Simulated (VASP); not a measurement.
# CaBi (P-6m2) in VASP: band structure with PBE+ULG

Aim: the band structure of CaBi with PBE+ULG.

Program: VASP 6.6.1. These are calculated values, not measurements. Logs are shortened: lines on timing, memory, paths and dates and some standing lists are left out, and cuts for length are marked.

## Step 1: Starting point

It takes space group P-6m2 (No. 187, hexagonal). Conventional cell: a = 4.085 Å, b = 4.085 Å, c = 4.645 Å, α = 90.00°, β = 90.00°, γ = 120.00°. Ca (site symmetry -6m2) has 6 Bi at 3.31 Å as nearest neighbours. Bi (site symmetry -6m2) is surrounded by 6 Ca at 3.31 Å.

The cell was built by a generator and needn't be a form met in nature.

## Step 2: Band structure, PBE+ULG, non-collinear spin, ferromagnetic start, spin-orbit coupling

run.py reads:

```python
from ase.calculators.vasp import Vasp
from ase.dft.bandgap import bandgap
from ase.io import read

atoms = read('CaBi.cif', primitive_cell=True, subtrans_included=False)
atoms.set_initial_magnetic_moments([[0.354, 0.354, 0.0], [0.0, 0.0, 0.0]])
calc = Vasp(
    directory='calc',
    xc='pbe',
    pp='PBE',
    setups='recommended',
    prec='Accurate',
    encut=520,
    ediff=1e-06,
    ismear=-1,
    sigma=0.02,
    lreal=False,
    lasph=True,
    nelm=60,
    algo='Fast',
    isif=2,
    lwave=False,
    lcharg=True,
    lorbit=11,
    lsorbit=True,
    gga_compat=False,
    lorbmom=True,
    ivdw=3,
    kpts=[6, 6, 5],
    gamma=True,
    nbands=37,
)
atoms.calc = calc

print('energy (eV):', atoms.get_potential_energy())
print('free energy (eV):', atoms.get_potential_energy(force_consistent=True))
efermi = calc.get_fermi_level()
print('Fermi level (eV):', efermi)
path = atoms.cell.bandpath(npoints=40, eps=1e-4)
print('path:', path.path)
calc.set(kpts=path.kpts, reciprocal=True, icharg=11, isym=0, lcharg=False)
calc.calculate(atoms)
print('gap on the path (eV):', bandgap(calc, efermi=efermi)[0])
print('direct gap on the path (eV):', bandgap(calc, efermi=efermi, direct=True)[0])
```

CaBi.cif reads:

```cif
data_CaBi
_cell_length_a 4.08495105
_cell_length_b 4.08495105
_cell_length_c 4.64545000
_cell_angle_alpha 90.00000000
_cell_angle_beta 90.00000000
_cell_angle_gamma 120.00000000
_space_group_name_H-M_alt 'P-6m2'
_space_group_name_Hall 'P -6 2'
_space_group_IT_number 187
loop_
_space_group_symop_operation_xyz
'x,y,z'
'-x+y,-x,-z'
'-y,x-y,z'
'x,y,-z'
'-x+y,-x,z'
'-y,x-y,-z'
'-y,-x,-z'
'x,x-y,z'
'-x+y,y,-z'
'-y,-x,z'
'x,x-y,-z'
'-x+y,y,z'
loop_
_atom_site_label
_atom_site_type_symbol
_atom_site_symmetry_multiplicity
_atom_site_Wyckoff_symbol
_atom_site_fract_x
_atom_site_fract_y
_atom_site_fract_z
_atom_site_occupancy
Ca1 Ca 1 a 0.0000000000 0.0000000000 0.0000000000 1
Bi1 Bi 1 d 0.3333333333 0.6666666667 0.5000000000 1
```

Potentials or basis: VASP PAW PBE potentials, release 64 (Ca_sv, Bi_d).

Started as:

```
$ python run.py
```

Log:

```text
energy (eV): -8.127197500000001
free energy (eV): -8.12828994
Fermi level (eV): 4.71562985
path: GMKGALHA,LM,KH
gap on the path (eV): 0.0
direct gap on the path (eV): 0.0
```

OUTCAR:

```text
ENCUT = 520.000000
   EDIFF = 1.00e-06
   GGA = PE
   PREC = Accurate
   ICHARG = 11
   ISIF = 2
   ISMEAR = -1
   ISYM = 0
   LORBIT = 11
   NELM = 60
   IVDW = 3
   LASPH = .TRUE.
   LSORBIT = .TRUE.
   LREAL = .FALSE.
   ISPIN = 2
  IVDW =   3

 ion  position               nearest neighbor table
   1  0.000  0.000  0.000-   2 3.31   2 3.31   2 3.31   2 3.31   2 3.31   2 3.31
   2  0.333  0.667  0.500-   1 3.31   1 3.31   1 3.31   1 3.31   1 3.31   1 3.31

IMPORTANT INFORMATION: All symmetrisations will be switched off!
NOSYMM: (Re-)initialisation of all symmetry stuff for point group C_1.

----------------------------------------------------------------------------------------

                                     Primitive cell

  volume of cell :      67.1324

  direct lattice vectors                    reciprocal lattice vectors
     4.084951050  0.000000000  0.000000000     0.244800975  0.141335909  0.000000000
    -2.042475525  3.537671383  0.000000000     0.000000000  0.282671818  0.000000000
     0.000000000  0.000000000  4.645450000     0.000000000  0.000000000  0.215264398

  length of vectors
     4.084951050  4.084951050  4.645450000     0.282671818  0.282671818  0.215264398

  position of ions in fractional coordinates (direct lattice)
     0.000000000  0.000000000  0.000000000
     0.333333333  0.666666667  0.500000000

  ion indices of the primitive-cell ions
   primitive index   ion index
                 1           1
                 2           2

----------------------------------------------------------------------------------------

 KPOINTS: KPOINTS created by Atomic Simulation Env

Read explicit list of k-points.

 Found     40 k-points:

 Following reciprocal coordinates:
            Coordinates               Weight
  0.000000  0.000000  0.000000      0.025000
  0.125000  0.000000  0.000000      0.025000
  0.250000  0.000000  0.000000      0.025000
  0.375000  0.000000  0.000000      0.025000
  0.500000  0.000000  0.000000      0.025000
  0.416667  0.166667  0.000000      0.025000
[... 16 lines left out ...]
  0.333333  0.333333  0.500000      0.025000
  0.285714  0.285714  0.500000      0.025000
 [... further k-points ...]
   k-points           NKPTS =     40   k-points in BZ     NKDIM =     40   number of bands    NBANDS=     37
   number of dos      NEDOS =    301   number of ions     NIONS =      2
   total plane-waves  NPLWV =  32400
   dimension x,y,z NGX =    30 NGY =   30 NGZ =   36
   dimension x,y,z NGXF=    60 NGYF=   60 NGZF=   72
   ions per type =               1   1
   NGX,Y,Z   is equivalent  to a cutoff of  12.21, 12.21, 12.88 a.u.
   NGXF,Y,Z  is equivalent  to a cutoff of  24.42, 24.42, 25.77 a.u.
 SYSTEM =  unknown system
   PREC   = accura    normal or accurate (medium, high low for compatibility)
   ISTART =      0    job   : 0-new  1-cont  2-samecut
   ICHARG =     11    charge: 1-file 2-atom 10-const
   ISPIN  =      1    spin polarized calculation?
   LNONCOLLINEAR =      T non collinear calculations
   LSORBIT =      T    spin-orbit coupling
   LASPH  =      T    aspherical Exc in radial PAW
   ENCUT  =  520.0 eV  38.22 Ry    6.18 a.u.   7.60  7.60  8.64*2*pi/ulx,y,z
   NELM   =     60;   NELMIN=  2; NELMDL=  0     # of ELM steps
   EDIFF  = 0.1E-05   stopping-criterion for ELM
   LREAL  =      F    real-space projection
   EDIFFG = 0.1E-04   stopping-criterion for IOM
   NSW    =      0    number of steps for IOM
   IBRION =     -1    ionic relax: 0-MD 1-quasi-New 2-CG
   NFREE  =      0    steps in history (QN), initial steepest desc. (CG)
   ISIF   =      2    stress and relaxation
   ISYM   =      0    0-nonsym 1-usesym 2-fastsym
   POTIM  = 0.5000    time-step for ionic-motion
   TEBEG  =    0.0;   TEEND  =   0.0 temperature during run
   PSTRESS=    0.0 pullay stress
[... 47 lines left out ...]
      3     -19.0691      1.00000
      4     -19.0691      1.00000
      5     -19.0256      1.00000
      6     -19.0256      1.00000
[... 949 lines left out ...]
     36       9.1319      0.00000
     37       9.5947      0.00000

 [... further k-points ...]

------------------------ aborting loop because EDIFF is reached ----------------------------------------

  ULGs method for vdW energy calculation

  Number of pair interactions contributing to vdW energy:   23524

  Edisp (eV):   -0.29898

  FORCE on cell =-STRESS in cart. coord.  units (eV):
  Direction    XX          YY          ZZ          XY          YZ          ZX
  --------------------------------------------------------------------------------------
  -------------------------------------------------------------------------------------
  Total      -1.56991    -0.81324    -0.02816    -0.73398    -0.00011    -0.00021
  in kB     -37.46737   -19.40879    -0.67197   -17.51722    -0.00251    -0.00494
  external pressure =      -19.18 kB  Pullay stress =        0.00 kB

 VOLUME and BASIS-vectors are now :
 -----------------------------------------------------------------------------
  energy-cutoff  :      520.00
  volume of cell :       67.13
      direct lattice vectors                 reciprocal lattice vectors
     4.084951050  0.000000000  0.000000000     0.244800975  0.141335909  0.000000000
    -2.042475525  3.537671383  0.000000000     0.000000000  0.282671818  0.000000000
     0.000000000  0.000000000  4.645450000     0.000000000  0.000000000  0.215264398

 POSITION                                       TOTAL-FORCE (eV/Angst)
 -----------------------------------------------------------------------------------
      0.00000      0.00000      0.00000        -0.047774     -0.010694      0.000031
     -0.00000      2.35845      2.32273         0.047774      0.010694     -0.000031
 -----------------------------------------------------------------------------------
    total drift:                               -0.053332     -0.021008     -0.000055

  FREE ENERGIE OF THE ION-ELECTRON SYSTEM (eV)
  ---------------------------------------------------
  free  energy   TOTEN  =        -7.8890310201 eV

  energy  without entropy=       -7.8867332868  energy(sigma->0) =       -7.88788215

 orbital moment (x)

 # of ion     p       d       tot
 ----------------------------------------
  1        -0.001   0.005   0.004
  2         0.001  -0.000   0.001
 ----------------------------------------
            0.000   0.005   0.005

 orbital moment (y)

 # of ion     p       d       tot
 ----------------------------------------
  1         0.002  -0.008  -0.006
  2        -0.003   0.000  -0.002
 ----------------------------------------
           -0.000  -0.008  -0.009

 orbital moment (z)

 # of ion     p       d       tot
 ----------------------------------------
  1         0.006  -0.027  -0.021
  2        -0.015   0.004  -0.011
 ----------------------------------------
           -0.009  -0.023  -0.032

 Spin-Orbit-Coupling matrix elements

 Ion:    1  E_soc:     -0.0074934
 l=   1
     0.0000000    -0.0012359    -0.0011057
    -0.0012359     0.0000000    -0.0012401
    -0.0011057    -0.0012401     0.0000000
 l=   2
     0.0000000    -0.0000223     0.0000000    -0.0000239     0.0000353
    -0.0000223     0.0000000    -0.0000446    -0.0000363    -0.0000178
     0.0000000    -0.0000446     0.0000000    -0.0000418     0.0000000
    -0.0000239    -0.0000363    -0.0000418     0.0000000    -0.0000137
     0.0000353    -0.0000178     0.0000000    -0.0000137     0.0000000
 l=   3
     0.0000000     0.0000000     0.0000000     0.0000000     0.0000000     0.0000000     0.0000000
     0.0000000     0.0000000     0.0000000     0.0000000     0.0000000     0.0000000     0.0000000
     0.0000000     0.0000000     0.0000000     0.0000000     0.0000000     0.0000000     0.0000000
     0.0000000     0.0000000     0.0000000     0.0000000     0.0000000     0.0000000     0.0000000
     0.0000000     0.0000000     0.0000000     0.0000000     0.0000000     0.0000000     0.0000000
     0.0000000     0.0000000     0.0000000     0.0000000     0.0000000     0.0000000     0.0000000
     0.0000000     0.0000000     0.0000000     0.0000000     0.0000000     0.0000000     0.0000000

 Ion:    2  E_soc:     -1.7349590
 l=   1
     0.0000000    -0.2269740    -0.2267856
    -0.2269740     0.0000000    -0.2127898
    -0.2267856    -0.2127898     0.0000000
 l=   2
     0.0000000    -0.0134094     0.0000000    -0.0133820    -0.0533760
    -0.0134094     0.0000000    -0.0402808    -0.0134614    -0.0133881
     0.0000000    -0.0402808     0.0000000    -0.0402658     0.0000000
    -0.0133820    -0.0134614    -0.0402658     0.0000000    -0.0133667
    -0.0533760    -0.0133881     0.0000000    -0.0133667     0.0000000
 l=   3
     0.0000000     0.0000000     0.0000000     0.0000000     0.0000000     0.0000000     0.0000000
     0.0000000     0.0000000     0.0000000     0.0000000     0.0000000     0.0000000     0.0000000
     0.0000000     0.0000000     0.0000000     0.0000000     0.0000000     0.0000000     0.0000000
     0.0000000     0.0000000     0.0000000     0.0000000     0.0000000     0.0000000     0.0000000
     0.0000000     0.0000000     0.0000000     0.0000000     0.0000000     0.0000000     0.0000000
     0.0000000     0.0000000     0.0000000     0.0000000     0.0000000     0.0000000     0.0000000
     0.0000000     0.0000000     0.0000000     0.0000000     0.0000000     0.0000000     0.0000000

 total charge

# of ion       s       p       d       tot
------------------------------------------
    1        2.048   5.837   0.282   8.167
    2        1.457   1.530   9.884  12.871
--------------------------------------------------
tot          3.505   7.366  10.166  21.037

 magnetization (x)

# of ion       s       p       d       tot
------------------------------------------
    1       -0.000   0.000  -0.000  -0.000
    2        0.000  -0.000   0.000  -0.000
--------------------------------------------------
tot         -0.000  -0.000  -0.000  -0.001

 magnetization (y)

# of ion       s       p       d       tot
------------------------------------------
    1        0.000  -0.000   0.000   0.000
    2       -0.000   0.001  -0.000   0.001
--------------------------------------------------
tot          0.000   0.000   0.000   0.001

 magnetization (z)

# of ion       s       p       d       tot
------------------------------------------
    1       -0.001   0.000   0.007   0.006
    2        0.000   0.007   0.000   0.007
--------------------------------------------------
tot         -0.001   0.007   0.007   0.013
```

INCAR:

```text
ENCUT = 520.000000
SIGMA = 0.020000
EDIFF = 1.00e-06
ALGO = Fast
GGA = PE
PREC = Accurate
ICHARG = 11
ISIF = 2
ISMEAR = -1
ISYM = 0
LORBIT = 11
NBANDS = 37
NELM = 60
IVDW = 3
LASPH = .TRUE.
LCHARG = .FALSE.
LWAVE = .FALSE.
LSORBIT = .TRUE.
GGA_COMPAT = .FALSE.
LORBMOM = .TRUE.
LREAL = .FALSE.
ISPIN = 2
MAGMOM = 2*0.3540 4*0.0000
```

Wall time 22 min (1 thread of Intel Xeon 6975P-C (Granite Rapids), shared host); peak memory 0.37 GiB.

What came out:

| Item | Value |
| --- | --- |
| Net moment | 0.00 μB per cell |
| Dispersion energy per atom | -0.149 eV |

Moments on the atoms (μB; x, y, z):
```
Ca  0.00 0.00 0.01
Bi  0.00 0.00 0.01
```

Caveat: the log is that of the step along the path at fixed density, whose energy, stress, charges and moments have no meaning.

## Step 3: The reference run

An earlier run on the cell as given: functional PBE; potentials or basis VASP PAW PBE potentials, release 64 (Ca_sv, Bi_d); cutoff 520 eV; k mesh 8 × 8 × 6; occupations fermi-dirac, width 0.05 eV; no spin polarisation.

* Pressure: 0.0 GPa
* Band gap on the k mesh: none (metal or under the smearing width)
